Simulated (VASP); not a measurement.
Here is a VASP 6.6.1 calculation.

The input INCAR:

```
SYSTEM = SnSe
ALGO = Normal
EDIFF = 1E-7
EDIFFG = -0.005
ENCUT = 600
IBRION = 2
ISIF = 3
ISMEAR = 0
LASPH = .TRUE.
LCHARG = .FALSE.
LMIXTAU = .TRUE.
LREAL = .FALSE.
LWAVE = .FALSE.
METAGGA = R2SCAN
NELM = 60
NSW = 90
PREC = Accurate
SIGMA = 0.1
```

File KPOINTS:

```
k-points
0
G
  10 10 10
  0 0 0
```

Contents of POSCAR:

```
SnSe
1.0
    0.0000000000      3.0104337100      3.0104337100
    3.0104337100      0.0000000000      3.0104337100
    3.0104337100      3.0104337100      0.0000000000
Sn Se
1 1
Direct
    0.0000000000      0.0000000000      0.0000000000
    0.5000000000      0.5000000000      0.5000000000
```

Potentials or basis: VASP PAW PBE potentials, release 64 (Sn_d, Se).

Command:

```console
$ cat potpaw_PBE.64/Sn_d/POTCAR potpaw_PBE.64/Se/POTCAR > POTCAR
$ mpirun -np 1 vasp_std > vasp.out
```

Task: Predict the space group after relaxing (to 0.05 Å).

Result: Fm-3m (No. 225).

Task: What does it give for the relaxed cell?

Result: a = 4.256 Å, b = 4.256 Å, c = 4.256 Å, α = 60.00°, β = 60.00°, γ = 60.00°.

Task: Predict the relaxed volume.

Result: 27.26 Å³/atom.

Final structure:
```cif
data_structure
_symmetry_space_group_name_H-M 'P 1'
_symmetry_Int_Tables_number 1
_cell_length_a 4.2562
_cell_length_b 4.2562
_cell_length_c 4.2562
_cell_angle_alpha 60.000
_cell_angle_beta 60.000
_cell_angle_gamma 60.000
_cell_volume 54.52
loop_
_atom_site_label
_atom_site_type_symbol
_atom_site_fract_x
_atom_site_fract_y
_atom_site_fract_z
_atom_site_occupancy
Sn1 Sn 0.00000 0.00000 0.00000 1
Se1 Se 0.50000 0.50000 0.50000 1
```

Caveat: the PAW data sets were made with another functional, which shifts forces and pressure a little.
